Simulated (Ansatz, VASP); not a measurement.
# Co (Cobalt): VASP beside Ansatz

Aim: how closely do two programs agree when they are given the same cell, functional and k mesh? The structure shown comes from an earlier Ansatz run, which isn't shown and may have moved the atoms alone.

Program: Ansatz 0.2.0. Level of theory: plane waves, with VASP 6.6.1 beside it; elastic constants at LDA. Results are calculated unless marked as measured.

## (1) The starting structure

The structure is hexagonal, space group P6_3/mmc (No. 194). The conventional cell has a = 2.431 Å, b = 2.431 Å, c = 3.919 Å, α = 90.00°, β = 90.00°, γ = 120.00°. Nearest to Co lie 12 Co at 2.41 to 2.43 Å.

Structure file:

```cif
data_structure
_symmetry_space_group_name_H-M 'P6_3/mmc'
_symmetry_Int_Tables_number 194
_cell_length_a 2.4307
_cell_length_b 2.4307
_cell_length_c 3.9188
_cell_angle_alpha 90.000
_cell_angle_beta 90.000
_cell_angle_gamma 120.000
_cell_volume 20.05
loop_
_atom_site_label
_atom_site_type_symbol
_atom_site_symmetry_multiplicity
_atom_site_Wyckoff_symbol
_atom_site_fract_x
_atom_site_fract_y
_atom_site_fract_z
_atom_site_occupancy
Co1 Co 2 c 0.33333 0.66667 0.25000 1
```

## (2) Ansatz: elastic constants, LDA

Ansatz runs on its default PAW (the set named soft_2) files.

Elastic constants are differences of stresses under small strains, so they test the stress and the mesh.

input.yaml

```yaml
crystal:
  lattice:
    - [2.4307216599, 0.0, 0.0]
    - [-1.2153608299, 2.105066707, 0.0]
    - [0.0, 0.0, 3.9188302574]
  atoms:
    - { symbol: Co, position: [0.3333333333, 0.6666666667, 0.25], spin: 1.75 }
    - { symbol: Co, position: [0.6666666667, 0.3333333333, 0.75], spin: 1.75 }
kpoints:
  mp_grid: { grid: [15, 15, 8] }
hamiltonian:
  xc: lda
scf:
  occupations: { method: methfessel_paxton, width: 0.25 }
output:
  forces: true
  stress: true
  eigenvalues: true
  populations: true
magnetization:
  spin_polarized: true
elastic:
  mode: relaxed_ion
  stencil: two_point
  amplitude: 0.01
```

On the command line:

```
$ ansatz run input.yaml --threads 4 --pin off --max-ram 16384MiB --backend cpu --events-out ev --progress --plain --runs-dir out
```

Numbers of over 12 decimals in the logs are rounded to 6 here.

Log:

```text
Engine: ansatz 0.2.0, aarch64-unknown-linux-gnu
Pseudopotentials: kind: paw
Pseudopotential: Co, paw, valence charge 17, recommended cutoff 420 eV (normal), Co.paw.azcp
Functional definition: SPW92
  exchange = slater_x
  correlation = pw_c
Crystal: 2 atoms, lattice volume = 20.052 Å³
Basis set: ecut = 420 eV, 391 PW (Γ)
Bands: 23, of which v1, the nominal top of the filled ones, is band 17 counted from 1 (16 counted from 0)
Symmetry: 24 space group operations
Space group: P63/mmc (ITA 194), of the structure as read, at distance tolerance 2.7e-5 Å
Magnetic group: BNS 194.263 (UNI 1493), of the structure as read, at distance tolerance 2.7e-5 Å
k-points: 135 of 1800
Non-local potential: Co, projectors of the file, l = 0: 3, l = 1: 2, l = 2: 3, l = 3: 1
PAW form: soft (Blöchl's): semilocal exchange-correlation on the pseudo side does not see the compensation charge
PAW frozen core: Co, regenerated for the run's functional, and the local potential with it (the file was generated under x = pbe(κ = 0.804, μ = 0.219515), c = pbe(β = 0.066725))
PAW one-centre angular grid: Co, 590 points (default); XC on 64 Gauss nodes
Initial density: superposition of atomic densities (chi_scale 0.1, normalization cell)
Starting moments: Σ|m| = 3.5 μB on 2 of 2 sites
Initial wavefunctions: pseudopotential atomic-orbital guess
Functional: x = slater, c = lda
SCF 1 converged in 13 iterations: F = -10125.530431 eV  dr2 = 9.77e-9
  greatest PAW one-centre occupation: 1.002 electrons in one spin orbital (limit 2), on the Co atom at site 1 (counted from 0), in its partial waves of l = 1
Initial density: read from a saved state, or passed on in memory by an earlier SCF of this step, an earlier step, the calling program or the single point that the run made first
Stability of the state it starts from, as read at its close in the collinear treatment: not read, because cold or Methfessel-Paxton smearing, or corrected tetrahedra, fill the levels in a way that the test cannot read (fill_not_monotonic); its run was given moments
Starting moments: Σ|m| = 3.5 μB on 2 of 2 sites; this step starts from the density that it was given
iter 1 solved again at ethr=3.50e-9 eV; its pass at ethr=3.10e-3 eV (dr2=1.19e-6 eV) is discarded
SCF iter   1: F=—  HF=-10125.530431 eV  |F-HF|=—  |Δ(HF+E_count)|=         —  Δρ=8.94e-6 (↑8.94e-6 ↓3.16e-6)  dr2=1.20e-8  dr2_m=3.20e-9  M=3.090 μB ∫|m|=3.281 μB  β_m=0.30  ethr=3.50e-9  ⟨swp⟩=4.1  Hψ=44950  notcnv=0
preconditioner: auto → none  [metal: Δε(μ)=0.003 eV  Ē_g=10.127 eV  σ=0.250 eV  W_gap=0.01  n_scr=2 (ndim 8)  ℏωp=35.2 eV  f_vac=0.000  D(μ)=1.59/eV (n_scr^D=22)]
SCF iter   2: F=—  HF=-10125.530431 eV  |F-HF|=—  |Δ(HF+E_count)|=   2.38e-9  S|Δr|=    0.00e0  Δρ=5.30e-6 (↑1.67e-6 ↓5.30e-6)  dr2=1.55e-9  dr2_m=2.00e-9  M=3.090 μB ∫|m|=3.281 μB  β_m=0.29  ethr=3.54e-11  ⟨swp⟩=2.2  Hψ=10002  notcnv=0
SCF iter   3: F=—  HF=-10125.530431 eV  |F-HF|=—  |Δ(HF+E_count)|=  8.37e-11  S|Δr|=    0.00e0  Δρ=2.92e-6 (↑2.92e-6 ↓2.81e-6)  dr2=7.22e-11  dr2_m=1.46e-9  M=3.090 μB ∫|m|=3.281 μB  β_m=0.62  ethr=4.56e-12  ⟨swp⟩=2.1  Hψ=8567  notcnv=0
SCF iter   4: F=—  HF=-10125.530431 eV  |F-HF|=—  |Δ(HF+E_count)|=  8.40e-10  S|Δr|=    0.00e0  Δρ=9.63e-7 (↑9.63e-7 ↓8.42e-7)  dr2=3.55e-11  dr2_m=1.25e-10  M=3.090 μB ∫|m|=3.281 μB  β_m=0.63  ethr=2.12e-13 (applied; sched 1.00e-12)  ⟨swp⟩=2.1  Hψ=10623  notcnv=0
SCF iter   5: F=—  HF=-10125.530431 eV  |F-HF|=—  |Δ(HF+E_count)|=  2.55e-11  S|Δr|=    0.00e0  Δρ=1.83e-7 (↑1.83e-7 ↓1.15e-7)  dr2=2.64e-12  dr2_m=3.16e-12  M=3.090 μB ∫|m|=3.281 μB  β_m=0.80  ethr=1.04e-13 (applied; sched 1.00e-12)  ⟨swp⟩=2.1  Hψ=8890  notcnv=0
SCF iter   6: F=-10125.530431 eV  HF=-10125.530431 eV  |F-HF|=3.64e-12  |Δ(HF+E_count)|=  1.82e-12  S|Δr|=    0.00e0  Δρ=1.34e-8 (↑1.34e-8 ↓1.28e-8)  dr2=1.91e-14  dr2_m=2.46e-14  M=3.090 μB ∫|m|=3.281 μB  ethr=1.00e-12  ⟨swp⟩=3.0  Hψ=23130  notcnv=0
SCF 2 converged in 6 iterations: F = -10125.530431 eV  dr2 = 1.91e-14
Crystal: 2 atoms, lattice volume = 19.851 Å³
Basis set: ecut = 420 eV, 387 PW (Γ)
Symmetry: 8 space group operations
k-points: 320 of 1800
Initial density: handed on by an earlier stage of this run
Initial wavefunctions: pseudopotential atomic-orbital guess (no wavefunctions were taken with the density)
iter 1 solved again at ethr=2.49e-3 eV; its pass at ethr=3.10e-3 eV (dr2=8.46e-1 eV) is discarded
SCF iter   1: F=—  HF=-10125.734852 eV  |F-HF|=—  |Δ(HF+E_count)|=         —  Δρ=5.66e-2 (↑5.66e-2 ↓4.69e-2)  dr2=8.47e-1  dr2_m=7.79e-3  M=3.039 μB ∫|m|=3.233 μB  β_m=0.30  ethr=2.49e-3  ⟨swp⟩=1.0  Hψ=72324  notcnv=0
preconditioner: auto → none  [metal: Δε(μ)=0.011 eV  Ē_g=10.152 eV  σ=0.250 eV  W_gap=0.04  n_scr=2 (ndim 8)  ℏωp=35.4 eV  f_vac=0.000  D(μ)=2.04/eV (n_scr^D=22)]
[...]
SCF iter   3: F=—  HF=-10125.529647 eV  |F-HF|=—  |Δ(HF+E_count)|=   1.76e-8  S|Δr|=    0.00e0  Δρ=1.88e-6 (↑1.88e-6 ↓1.58e-6)  dr2=3.55e-9  dr2_m=2.53e-10  M=3.090 μB ∫|m|=3.281 μB  β_m=0.55  ethr=5.40e-11  ⟨swp⟩=2.4  Hψ=39302  notcnv=0
[...]
SCF 21 converged in 6 iterations: F = -10125.529647 eV  dr2 = 2.76e-14
relax step   3: F+E_penalty+E_count = -10125.52964713 eV  Δ(F+E_penalty+E_count) = -3.802e-9 eV  max|allowed force component| = 3.247e-6 eV/Å  Δτ_max = 0.0000 Å  (6 SCF iters, accepted)
iter 1 solved again at ethr=1.00e-12 eV; its pass at ethr=3.10e-3 eV (dr2=3.23e-14 eV) is discarded
SCF iter   1: F=—  HF=-10125.529647 eV  |F-HF|=—  |Δ(HF+E_count)|=         —  Δρ=1.43e-8 (↑1.22e-8 ↓1.43e-8)  dr2=2.78e-14  dr2_m=1.96e-14  M=3.090 μB ∫|m|=3.281 μB  β_m=0.30  ethr=1.00e-12  ⟨swp⟩=2.7  Hψ=98722  notcnv=0
SCF iter   2: F=-10125.529647 eV  HF=-10125.529647 eV  |F-HF|=1.82e-12  |Δ(HF+E_count)|=  1.82e-12  S|Δr|=    0.00e0  Δρ=9.49e-9 (↑6.82e-9 ↓9.49e-9)  dr2=2.85e-15  dr2_m=1.07e-14  M=3.090 μB ∫|m|=3.281 μB  ethr=1.00e-12  ⟨swp⟩=4.1  Hψ=75953  notcnv=0
SCF 22 converged in 2 iterations: F = -10125.529647 eV  dr2 = 2.85e-15
SCF converged after 6 iterations
Stability not checked: this state was not tested for a lower state beside it, because cold or Methfessel-Paxton smearing, or corrected tetrahedra, fill the levels in a way that the test cannot read (fill_not_monotonic; see scf.lower_state_search)
Magnetization: 3.0897 μB (18.5448 up, 15.4552 down)
Absolute magnetization: 3.2814 μB (∫|ρ↑−ρ↓|, with the PAW one-centre terms)
Spin contamination: 0.0314 ħ² per cell (⟨S²⟩ above its minimum at these occupations)
Per-site moments (μB) at R_I (Å): [(1.589281, 0.994183), (1.589281, 0.994183)]
Free energy (F): -10125.530431 eV
Harris-Foulkes:  -10125.530431 eV  (|F-HF|=3.64e-12)
Internal energy: -10125.541778 eV  (E = F + TS)
E sigma→0 (E₀):  -10125.533267 eV
Entropy (-TS):   0.011347 eV (5.674 meV/atom)
Fermi energy:    20.048594 eV
--- Per-component energies (eV) ---
  E_band       = -435.396881
  E_kinetic    = 912.730703
  E_local      = -5447.111371  (includes V_loc(G=0)·N_el)
  E_nonlocal   = 918.622053
  E_hartree    = 2285.444047
  E_xc         = -317.012547
  E_vxc        = -411.575846  (∫ρ·V_xc dr)
  E_paw        = -2905.262741  (= ΣΔE_a)
  E_vpaw       = -978.950591  (= ΣTr[D̂ρ^β])
  E_aug_tail   = 0.000065  (compensation charges beyond the density's cutoff)
  E_ewald      = -5573.788488
  E_core_change = 0.836501  (= ΣΔE_core)
  E_smearing   = 0.011347  (= −TS)
  E_closure    = -0.000000  (closes the sum)
  Σ components = -10125.530431   (vs F -10125.530431, Δ=0.00e0)
--- Forces (eV/Å), atoms counted from 1 ---
  atom   1  Co     0.00000000     0.00000000     0.00000000
  atom   2  Co    -0.00000000    -0.00000000     0.00000000
  max |Σ_I F_I| component: 9.25e-18 eV/Å
--- Stress (GPa, compression-positive) ---
       -0.002210       0.000000       0.000000
       -0.000000      -0.002210       0.000000
        0.000000       0.000000       0.000127
  P = ⅓ Tr σ = -0.0014 GPa (-0.014 kbar)
--- Band table (eV; the first three rows and the last of 270) ---
  k-point 0 ↑: bands = [... 13 lower, 17.8044, 17.8044, 18.2013, 18.2013, 19.4908, 19.4908, 19.8848, 27.1813, ... 2 higher]
  k-point 1 ↑: bands = [... 13 lower, 17.7535, 17.7535, 18.3165, 18.3165, 19.2820, 19.4823, 19.4823, 28.1006, ... 2 higher]
  k-point 2 ↑: bands = [... 13 lower, 17.6260, 17.6260, 18.1430, 18.5751, 18.5751, 19.4384, 19.4384, 30.2551, ... 2 higher]
  k-point 134 ↓: bands = [... 13 lower, 18.1411, 19.7932, 19.7932, 21.2256, 21.2256, 26.9348, 26.9348, 28.7421, ... 2 higher]
--- Elastic constants: 3 strain directions × 2 members + reference (group order 24) ---
  dense FFT box of the reference and of every strained cell: 18×18×27
  strains applied: 11, 33, 23; error gains: componentwise 1.00 (the most a stress slope's error grows in a printed constant), spectral 1.41 (1 for all six strains in a standard setting)
  C = ∂σ_k/∂η_j (tension-positive GPa; Voigt order 11 22 33 23 13 12):
       449.754    208.987    147.621      0.000      0.000      0.000
       208.987    449.754    147.621      0.000      0.000     -0.000
       147.595    147.595    525.031      0.000      0.000     -0.000
         0.000      0.000      0.000    122.401     -0.000      0.000
         0.000      0.000      0.000     -0.000    122.401      0.000
         0.000     -0.000     -0.000      0.000      0.000    120.384
  reference stress σ⁰ (GPa):      0.002      0.002     -0.000     -0.000     -0.000      0.000
  C* (energy form; C + prestress term) asymmetry max|C*_kj − C*_jk| = 2.759e-2 GPa — a small one proves nothing (zero by symmetry where the batch's group is 432, −43m or m−3m); a large one is finite-difference/SCF noise where every solve meets its electron count
  moduli (Voigt/Reuss/Hill, GPa): K = 270.33/270.29/270.31   G = 134.39/130.48/132.44   E = 341.54   ν = 0.289
  mechanically stable: yes (min eigenvalue of sym C = 120.38 GPa)
  strain η (Voigt 11):  stress-route row diagonal C_11 = 449.75 GPa, energy-path curvature d²(F+E_count+ΔE)/dδ²/Ω₀ = 449.51 GPa
         δ    σ_11 (GPa)             F (eV)   n_scf  n_hpsi   n_pw
    -1.000e-2      -4.6975      -10125.5275298       2  121771    398   relax 3 steps, max|allowed force component| 3.15e-5 eV/Å
     1.000e-2       4.2976      -10125.5276948       2  120251    413   relax 3 steps, max|allowed force component| 5.10e-6 eV/Å
  strain η (Voigt 33):  stress-route row diagonal C_33 = 525.03 GPa, energy-path curvature d²(F+E_count+ΔE)/dδ²/Ω₀ = 525.30 GPa
         δ    σ_33 (GPa)             F (eV)   n_scf  n_hpsi   n_pw
    -1.000e-2      -5.4533      -10125.5270327       9  122825    398   relax 0 steps, max|allowed force component| 1.62e-17 eV/Å
     1.000e-2       5.0473      -10125.5272018       8  105375    407   relax 0 steps, max|allowed force component| 1.85e-17 eV/Å
  strain η (Voigt 23):  stress-route row diagonal C_44 = 122.40 GPa, energy-path curvature d²(F+E_count+ΔE)/dδ²/Ω₀ = 122.48 GPa
         δ    σ_23 (GPa)             F (eV)   n_scf  n_hpsi   n_pw
    -1.000e-2      -1.2240      -10125.5296471       2  184246    404   relax 5 steps, max|allowed force component| 4.46e-7 eV/Å
     1.000e-2       1.2240      -10125.5296471       2  188339    404   relax 3 steps, max|allowed force component| 3.25e-6 eV/Å
--- Löwdin populations: 2 sites ---
  site symbol       q [e]    m [muB]
     0     Co     16.7918     1.5891
     1     Co     16.7918     1.5891
  spilling = 0.012246 (of n_electrons = 34.000000)
```

(Continued in part 2 of 2.)

[Lines on the potential files, build, host, timing and source positions are cut from VASP's logs without a mark.]

[Logs are printed without paths, hosts, clocks, repeated set-up lines and the standing remarks that a program may print on its own settings, such as how far it seeks lower states.]

[Hosts, paths, dates, database ids (printed as entryN), source tags and the programs' standing remarks are cut or masked in the printed files.]
